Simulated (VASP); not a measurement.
# MnCuAs: the relaxed cell at several levels, part 7 of 7

Aim: relax MnCuAs with several functionals and dispersion schemes, and compare the cells. The start is a computed cell from the Materials Project.

VASP 6.6.1, plane waves and PAW; the level of theory is named at each step.

Still holding for the runs below: The magnetic order is the lowest of the few collinear ones that converged above; longer or canted patterns were not tried. The k-mesh is coarse for a metal.

So far. Step 12 (Relaxation with PBE + D3(BJ)): It ends at 13.67 Å³/atom, -6.5 % from the start, with 0.04 GPa left. The conventional cell has a = 3.592 and c = 6.354 Å. The largest moment is 3.16 μB. Against plain PBE, the dispersion term moves a by -2.4 % and c by -1.0 %. Step 13 (Relaxation with r2SCAN + rVV10): It ends at 14.71 Å³/atom, +0.6 % from the start, with -0.03 GPa left. The conventional cell has a = 3.730 and c = 6.344 Å. The largest moment is 3.93 μB.

## Step 14: Relaxation with PBEsol + D3(BJ)

This step: PBEsol with D3(BJ), spin-polarised from an antiferromagnetic start; plane waves and PAW (Mn_pv, Cu, As) (VASP 6.6.1).

The input, INCAR:

```
SYSTEM = MnCuAs
PREC = Accurate
ENCUT = 520
EDIFF = 1E-06
NELM = 100
ISMEAR = -1
SIGMA = 0.05
LREAL = .FALSE.
ALGO = Normal
GGA = PS
IVDW = 12
NBANDS = 38
ISPIN = 2
MAGMOM = 3.21 -3.21 0 -0 0.01 -0.01
LASPH = .TRUE.
LMAXMIX = 4
LORBIT = 11
LWAVE = .FALSE.
LCHARG = .FALSE.
KPAR = 8
IBRION = 2
NSW = 60
ISIF = 3
EDIFFG = -0.01
```

The input, POSCAR:

```
MnCuAs
1.0
    3.6994910000      0.0000000000      0.0000000000
    0.0000000000      3.6994910000      0.0000000000
    0.0000000000      0.0000000000      6.4084220000
Mn Cu As
2 2 2
Direct
    0.0000000000      0.5000000000      0.1640200000
    0.5000000000      0.0000000000      0.8359800000
    0.0000000000      0.0000000000      0.5000000000
    0.5000000000      0.5000000000      0.5000000000
    0.0000000000      0.5000000000      0.7762460000
    0.5000000000      0.0000000000      0.2237540000
```

The input, KPOINTS:

```
Automatic mesh
0
Gamma
5 5 3
0 0 0
```

PAW data sets: Mn_pv, Cu and As (PBE family, release 64).

Launch:

```console
> mpirun -np 8 vasp_std
```

Numbers of over 12 decimals in the logs are rounded to 6 here.

Output:

```text
[... set-up lines as in an earlier step ...]
 entering main loop
       N       E                     dE             d eps       ncg     rms          rms(c)
[... 16 cycles as in an earlier step ...]
   1 F= -.40844551E+02 E0= -.40835586E+02  d E =-.408446E+02  mag=     0.0000
[... from here on, the cycles between the ionic steps are left out ...]
   2 F= -.41190285E+02 E0= -.41182636E+02  d E =-.345734E+00  mag=    -0.0000
   3 F= -.41213375E+02 E0= -.41205696E+02  d E =-.368824E+00  mag=    -0.0000
   4 F= -.41252697E+02 E0= -.41245175E+02  d E =-.393220E-01  mag=     0.0000
   5 F= -.41262389E+02 E0= -.41254969E+02  d E =-.490142E-01  mag=    -0.0000
   6 F= -.41279642E+02 E0= -.41272863E+02  d E =-.172531E-01  mag=     0.0000
   7 F= -.41279663E+02 E0= -.41272919E+02  d E =-.172736E-01  mag=     0.0000
   8 F= -.41279661E+02 E0= -.41272928E+02  d E =-.172717E-01  mag=    -0.0000
   9 F= -.41280471E+02 E0= -.41273777E+02  d E =-.810393E-03  mag=     0.0000
  10 F= -.41280471E+02 E0= -.41273779E+02  d E =-.810304E-03  mag=     0.0000
  11 F= -.41280723E+02 E0= -.41274050E+02  d E =-.252123E-03  mag=    -0.0000
 trial-energy change:   -0.000252  1 .order   -0.000244   -0.000508    0.000020
 step:   1.0986(harm=  1.0950)  dis= 0.00312  next Energy=   -41.280724 (dE=-0.252E-03)
 reached required accuracy - stopping structural energy minimisation
```

Elapsed: 79 s, on 8 MPI ranks of Intel Xeon 6975P-C (Granite Rapids), shared host; peak memory 2.5 GiB; 10 min of CPU time.

From OUTCAR (step 14):

```text
 Edisp (eV)   -2.71511

 Edisp (eV)   -2.71046

  Total       0.00621     0.00621     0.01450     0.00000     0.00000     0.00000
  in kB       0.12837     0.12837     0.29976     0.00000     0.00000     0.00000
  external pressure =        0.19 kB  Pullay stress =        0.00 kB

 POSITION                                       TOTAL-FORCE (eV/Angst)
 -----------------------------------------------------------------------------------
      3.51394      1.75697      0.93095        -0.000000      0.000000      0.008363
      1.75697      0.00000      5.34364         0.000000     -0.000000     -0.008363
     -0.00000      0.00000      3.13729        -0.000000     -0.000000      0.000000
      1.75697      1.75697      3.13729        -0.000000      0.000000      0.000000
     -0.00000      1.75697      4.87906         0.000000     -0.000000     -0.007352
      1.75697      3.51394      1.39552        -0.000000      0.000000      0.007352
 -----------------------------------------------------------------------------------
    total drift:                                0.000000     -0.000000      0.000000

  FREE ENERGIE OF THE ION-ELECTRON SYSTEM (eV)
  ---------------------------------------------------
  free  energy   TOTEN  =       -41.2807234760 eV

  energy  without entropy=      -41.2673762422  energy(sigma->0) =      -41.27404986

 magnetization (x)
# of ion       s       p       d       tot
------------------------------------------
    1        0.029   0.036   2.813   2.877
    2       -0.029  -0.036  -2.813  -2.877
    3        0.000   0.000   0.000   0.000
    4        0.000   0.000   0.000   0.000
    5       -0.007   0.023  -0.004   0.012
    6        0.007  -0.023   0.004  -0.012
--------------------------------------------------
tot         -0.000   0.000   0.000  -0.000

[... 2 parts as in an earlier step ...]

[... 2 further parts left out ...]
[key lines of the parts left out:]
E-fermi :   9.2728
```

Spin moment in the PAW sphere by atom:

| atom | spin moment in the PAW sphere (μB) |
| --- | --- |
| Mn1 | 2.88 |
| Mn2 | -2.88 |
| Cu3 | 0.00 |
| Cu4 | 0.00 |
| As5 | 0.01 |
| As6 | -0.01 |

It ends at 12.91 Å³/atom, -11.7 % from the start, with 0.02 GPa left. The conventional cell has a = 3.514 and c = 6.275 Å. The largest moment is 2.88 μB. Against plain PBEsol, the dispersion term moves a by -1.9 % and c by -0.9 %.

## Step 15: Relaxation with PBE + TS

This step: PBE with TS, spin-polarised from an antiferromagnetic start; plane waves and PAW (Mn_pv, Cu, As) (VASP 6.6.1).

The Tkatchenko-Scheffler scheme scales free-atom polarisabilities by Hirshfeld volumes.

INCAR, as its differences from that of step 14:

```diff
@@ -9,4 +9,4 @@
 ALGO = Normal
-GGA = PS
-IVDW = 12
+GGA = PE
+IVDW = 20
 NBANDS = 38
```

POSCAR is that of step 14.

KPOINTS is that of step 14.

Launch:

```console
> mpirun -np 8 vasp_std
```

Output:

```text
[... set-up lines as in an earlier step ...]
 entering main loop
       N       E                     dE             d eps       ncg     rms          rms(c)
[... 16 cycles as in an earlier step ...]
 augmentation electrons   57.984708
 total        electrons   57.984708
 augmentation electrons  1.162264728904461E-016
 total        electrons  1.162264728904461E-016
 augmentation electrons   201.429652250613
 total        electrons   201.429652250613
 augmentation electrons   195.001672810613
 total        electrons   195.001672810613
 augmentation electrons   27.225114
 soft         electrons   30.759600
 total        electrons   57.984713
 augmentation electrons  4.163336342344337E-017
 total        electrons  4.163336342344337E-017
 translations:           2           2           1
   1 F= -.38208880E+02 E0= -.38199834E+02  d E =-.382089E+02  mag=     0.0000
[... from here on, the cycles between the ionic steps are left out ...]
   2 F= -.38376006E+02 E0= -.38368152E+02  d E =-.167126E+00  mag=     0.0000
   3 F= -.38379881E+02 E0= -.38372010E+02  d E =-.171001E+00  mag=     0.0000
[...]
5 F= -.38401926E+02 E0= -.38394619E+02  d E =-.220450E-01  mag=     0.0000
   6 F= -.38413217E+02 E0= -.38406206E+02  d E =-.112908E-01  mag=    -0.0000
   7 F= -.38414097E+02 E0= -.38407181E+02  d E =-.121711E-01  mag=     0.0000
   8 F= -.38413584E+02 E0= -.38406870E+02  d E =-.116586E-01  mag=     0.0000
   9 F= -.38414255E+02 E0= -.38407388E+02  d E =-.123291E-01  mag=     0.0000
  10 F= -.38415225E+02 E0= -.38408494E+02  d E =-.969786E-03  mag=     0.0000
  11 F= -.38415385E+02 E0= -.38408618E+02  d E =-.113006E-02  mag=     0.0000
  12 F= -.38415349E+02 E0= -.38408587E+02  d E =-.109399E-02  mag=     0.0000
  13 F= -.38415326E+02 E0= -.38408562E+02  d E =-.107118E-02  mag=    -0.0000
  14 F= -.38415490E+02 E0= -.38408726E+02  d E =-.163798E-03  mag=     0.0000
  15 F= -.38415485E+02 E0= -.38408721E+02  d E =-.158558E-03  mag=     0.0000
  16 F= -.38415510E+02 E0= -.38408762E+02  d E =-.256618E-04  mag=     0.0000
  17 F= -.38415511E+02 E0= -.38408757E+02  d E =-.259009E-04  mag=     0.0000
  18 F= -.38415564E+02 E0= -.38408816E+02  d E =-.536756E-04  mag=     0.0000
 trial-energy change:   -0.000054  1 .order   -0.000012   -0.000024    0.000001
 step:   1.0419(harm=  0.9986)  dis= 0.00082  next Energy=   -38.415564 (dE=-0.537E-04)
 reached required accuracy - stopping structural energy minimisation
```

Wall time 2.5 min (8 MPI ranks); peak memory 2.5 GiB; 20 min of CPU time.

Parts of OUTCAR (step 15):

```text
  Edisp (eV):   -3.30244

  Total      -0.00286    -0.00286    -0.01110     0.00000     0.00000     0.00000
  in kB      -0.05688    -0.05688    -0.22090     0.00000     0.00000     0.00000
  external pressure =       -0.11 kB  Pullay stress =        0.00 kB

 POSITION                                       TOTAL-FORCE (eV/Angst)
 -----------------------------------------------------------------------------------
      3.57705      1.78853      0.94864         0.000000      0.000000     -0.002620
      1.78853     -0.00000      5.34313        -0.000000     -0.000000      0.002620
     -0.00000      3.57705      3.14589        -0.000000      0.000000      0.000000
      1.78853      1.78853      3.14589         0.000000      0.000000      0.000000
      3.57705      1.78853      4.88464        -0.000000     -0.000000      0.000924
      1.78853     -0.00000      1.40714         0.000000      0.000000     -0.000924
 -----------------------------------------------------------------------------------
    total drift:                                0.000000      0.000000      0.000000

  FREE ENERGIE OF THE ION-ELECTRON SYSTEM (eV)
  ---------------------------------------------------
  free  energy   TOTEN  =       -38.4155643395 eV

  energy  without entropy=      -38.4020671523  energy(sigma->0) =      -38.40881575

 magnetization (x)
# of ion       s       p       d       tot
------------------------------------------
    1        0.032   0.038   3.027   3.097
    2       -0.032  -0.038  -3.027  -3.097
    3        0.000   0.000   0.000   0.000
    4        0.000   0.000   0.000   0.000
    5       -0.009   0.024  -0.003   0.012
    6        0.009  -0.024   0.003  -0.012
--------------------------------------------------
tot          0.000   0.000   0.000   0.000

[... 2 parts as in an earlier step ...]

[... 2 further parts left out ...]
[key lines of the parts left out:]
E-fermi :   9.0505
```

Spin moment in the PAW sphere by atom:

```
atom  spin moment in the PAW sphere (μB)
 Mn1                                3.10
 Mn2                               -3.10
 Cu3                                0.00
 Cu4                                0.00
 As5                                0.01
 As6                               -0.01
```

It ends at 13.42 Å³/atom, -8.2 % from the start, with -0.01 GPa left. The conventional cell has a = 3.577 and c = 6.292 Å. The largest moment is 3.10 μB. Against plain PBE, the dispersion term moves a by -2.8 % and c by -2.0 %.

## Step 16: The cells as a table

This step: relaxed cells at several levels; plane waves and PAW (VASP 6.6.1).

This step runs nothing: it gathers the runs above.

Lengths are those of the conventional cell; cost is the wall time of each run, as given at its step, times its ranks, without the set-up around it. Results by level, by row:

| level | volume (Å³/atom) | change from the start (%) | a (Å) | c (Å) | largest site moment (μB) | cost (core minutes) |
| --- | --- | --- | --- | --- | --- | --- |
| LDA | 12.78 | -12.6 | 3.494 | 6.281 | 2.565 | 9.47 |
| PBEsol | 13.55 | -7.3 | 3.583 | 6.331 | 3.098 | 14.4 |
| PBE | 14.5 | -0.8 | 3.681 | 6.421 | 3.404 | 8.53 |
| r2SCAN | 14.96 | 2.3 | 3.765 | 6.332 | 3.985 | 36.4 |
| PBE + D3(BJ) | 13.67 | -6.5 | 3.592 | 6.354 | 3.164 | 12.5 |
| r2SCAN + rVV10 | 14.71 | 0.6 | 3.73 | 6.344 | 3.932 | 71.7 |
| PBEsol + D3(BJ) | 12.91 | -11.7 | 3.514 | 6.275 | 2.877 | 10.5 |
| PBE + TS | 13.42 | -8.2 | 3.577 | 6.292 | 3.097 | 19.9 |

## Step 17: Summary of results

| Item | Value |
| --- | --- |
| volume, LDA | 12.78 Å³/atom |
| volume, PBEsol | 13.55 Å³/atom |
| volume, PBE | 14.50 Å³/atom |
| volume, r2SCAN | 14.96 Å³/atom |
| volume, PBE + D3(BJ) | 13.67 Å³/atom |
| volume, r2SCAN + rVV10 | 14.71 Å³/atom |
| volume, PBEsol + D3(BJ) | 12.91 Å³/atom |
| volume, PBE + TS | 13.42 Å³/atom |

For MnCuAs the levels give volumes between 12.78 Å³/atom (LDA) and 14.96 Å³/atom (r2SCAN), a spread of 17.1 %, while the cost of the finished runs spans a factor of 8.4. Of 5 collinear starts at LDA, the lowest ends antiferromagnetic; experiment finds antiferromagnetic order below 507 K (arxiv:2001.01947), whose pattern may be longer, canted or incommensurate, which these cells can't show. The costs hold the number of ionic steps as well as the price of the functional. Adding D3(BJ) to PBE changes the volume by -5.7 % (a by -2.4 % and c by -1.0 %). Adding rVV10 to r2SCAN changes the volume by -1.7 % (a by -0.9 % and c by +0.2 %). Adding D3(BJ) to PBEsol changes the volume by -4.7 % (a by -1.9 % and c by -0.9 %). Within 0.02 Å all end in space group P4/nmm; the runs can't lower the symmetry of the start. The k-sampling is coarse for a metal, so the Fermi level, moments, pressures and the shape of the cell carry errors. Only a few collinear orders were tried, on the cell as listed. The largest site moment differs between levels, from 2.56 μB (LDA) to 3.98 μB (r2SCAN); larger moments and larger volumes go together in magnets, so the two can't be judged apart. Each is a single relaxation on the plane waves of the start cell, so larger changes of volume carry a basis-set error that was not tested here. Zero-point and thermal expansion are not included.

[Lines on the potential files, build, host, timing and source positions are cut from VASP's logs without a mark.]

[Logs are printed without paths, hosts, clocks, repeated set-up lines and the standing remarks that a program may print on its own settings, such as how far it seeks lower states.]

[Hosts, paths, dates, database ids (printed as entryN), source tags and the programs' standing remarks are cut or masked in the printed files.]

[A measured line is paired with the nearest computed mode of its activity, which favours agreement.]
